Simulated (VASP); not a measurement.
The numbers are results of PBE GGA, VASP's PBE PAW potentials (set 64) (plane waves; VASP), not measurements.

A VASP calculation is set up with these files.

INCAR:
```
SYSTEM = NiO
PREC = Accurate; ENCUT = 400; LREAL = .FALSE.
LASPH = .TRUE.
EDIFF = 1E-6; NELM = 100; ALGO = Normal
LMAXMIX = 4
ISMEAR = -1; SIGMA = 0.02
GGA = PE
MAGMOM = 2.0 -2.0 0.0 0.0
ISPIN = 2
ISIF = 2
LWAVE = .FALSE.; LCHARG = .FALSE.; LORBIT = 11
```

File POSCAR:
```
NiO
1
    4.2694520000     2.1347260000     2.1347260000
    2.1347260000     4.2694520000     2.1347260000
    2.1347260000     2.1347260000     4.2694520000
Ni O
2 2
Direct
  0.0000000000   0.0000000000   0.0000000000
  0.5000000000   0.5000000000   0.5000000000
  0.2500000000   0.2500000000   0.2500000000
  0.7500000000   0.7500000000   0.7500000000
```

File KPOINTS:
```
Automatic mesh
0
Gamma
  6 6 6
```

POTCAR, in this order: Ni O (PBE.64 set). Program: vasp_std.

Output

OSZICAR:
```
       N       E                     dE             d eps       ncg     rms          rms(c)
DAV:   1     0.229974836007E+03    0.22997E+03   -0.13407E+04  2616   0.171E+03
DAV:   2    -0.574847074265E+00   -0.23055E+03   -0.21558E+03  2644   0.370E+02
DAV:   3    -0.270061716972E+02   -0.26431E+02   -0.25256E+02  2932   0.143E+02
DAV:   4    -0.278360535883E+02   -0.82988E+00   -0.82544E+00  2868   0.275E+01
DAV:   5    -0.278611973456E+02   -0.25144E-01   -0.25122E-01  3072   0.438E+00    0.196E+01
DAV:   6    -0.256048791218E+02    0.22563E+01   -0.55876E+01  3884   0.116E+02    0.246E+01
DAV:   7    -0.232374055466E+02    0.23675E+01   -0.90576E+00  3328   0.951E+01    0.868E+00
DAV:   8    -0.235110729488E+02   -0.27367E+00   -0.27335E+00  2864   0.138E+01    0.574E+00
DAV:   9    -0.234377999294E+02    0.73273E-01   -0.20753E-01  4172   0.116E+01    0.163E+00
DAV:  10    -0.234565282077E+02   -0.18728E-01   -0.75869E-02  3272   0.423E+00    0.726E-01
DAV:  11    -0.234538926334E+02    0.26356E-02   -0.13612E-02  4064   0.267E+00    0.144E-01
DAV:  12    -0.234543122063E+02   -0.41957E-03   -0.41270E-03  3712   0.735E-01    0.799E-02
DAV:  13    -0.234542835927E+02    0.28614E-04   -0.11549E-04  2852   0.120E-01    0.524E-02
DAV:  14    -0.234542838319E+02   -0.23914E-06   -0.24305E-04  3432   0.145E-01    0.320E-02
DAV:  15    -0.234542786987E+02    0.51332E-05   -0.22393E-05  2976   0.608E-02    0.168E-02
DAV:  16    -0.234542782851E+02    0.41352E-06   -0.12602E-05  3092   0.477E-02    0.380E-03
DAV:  17    -0.234542783644E+02   -0.79256E-07   -0.58765E-07  1384   0.137E-02
   1 F= -.23454278E+02 E0= -.23454278E+02  d E =-.120739E-11  mag=    -0.0000
```

OUTCAR:
```
------------------------ aborting loop because EDIFF is reached ----------------------------------------
  FORCE on cell =-STRESS in cart. coord.  units (eV):
  Direction    XX          YY          ZZ          XY          YZ          ZX
  --------------------------------------------------------------------------------------
  Total       -3.6728151     -3.6728151     -3.6728151     -0.0546086     -0.0546086     -0.0546086
  in kB     -151.2248764   -151.2248764   -151.2248764     -2.2484607     -2.2484607     -2.2484607
  external PRESSURE =    -151.2248764 kB  Pullay stress =       0.0000000 kB
  volume of cell :       38.91
      direct lattice vectors                 reciprocal lattice vectors
     4.269452000  2.134726000  2.134726000     0.351333145 -0.117111048 -0.117111048
     2.134726000  4.269452000  2.134726000    -0.117111048  0.351333145 -0.117111048
     2.134726000  2.134726000  4.269452000    -0.117111048 -0.117111048  0.351333145
 POSITION                                       TOTAL-FORCE (eV/Angst)
 -----------------------------------------------------------------------------------
      0.00000      0.00000      0.00000         0.000000      0.000000      0.000000
      4.26945      4.26945      4.26945         0.000000      0.000000     -0.000000
      2.13473      2.13473      2.13473        -0.000000      0.000000     -0.000000
      6.40418      6.40418      6.40418        -0.000000     -0.000000      0.000000
 -----------------------------------------------------------------------------------
    total drift:                                0.000000      0.000000      0.000000
  FREE ENERGIE OF THE ION-ELECTRON SYSTEM (eV)
  ---------------------------------------------------
  free  energy   TOTEN  =       -23.4542783644 eV

  energy  without entropy=      -23.4542783644  energy(sigma->0) =      -23.45427836

 total charge

# of ion       s       p       d       tot
------------------------------------------
    1        0.309   0.354   8.218   8.881
    2        0.309   0.354   8.218   8.881
    3        1.587   3.391   0.000   4.978
    4        1.587   3.391   0.000   4.978
--------------------------------------------------
tot          3.793   7.489  16.436  27.718

 magnetization (x)

# of ion       s       p       d       tot
------------------------------------------
    1       -0.008  -0.012   1.398   1.379
    2        0.008   0.012  -1.398  -1.379
    3        0.000   0.000   0.000   0.000
    4        0.000   0.000   0.000   0.000
--------------------------------------------------
tot          0.000   0.000   0.000   0.000
```
(Selected blocks of OUTCAR.)

At this cut-off the stress carries a Pulay error, which pulls relaxed volumes low.

The structure is a typed NiO crystal. The cell was not relaxed at this level. The run is one of a series of settings (KPOINTS 6×6×6 Γ-centred mesh against the base run), some of them coarse on purpose.
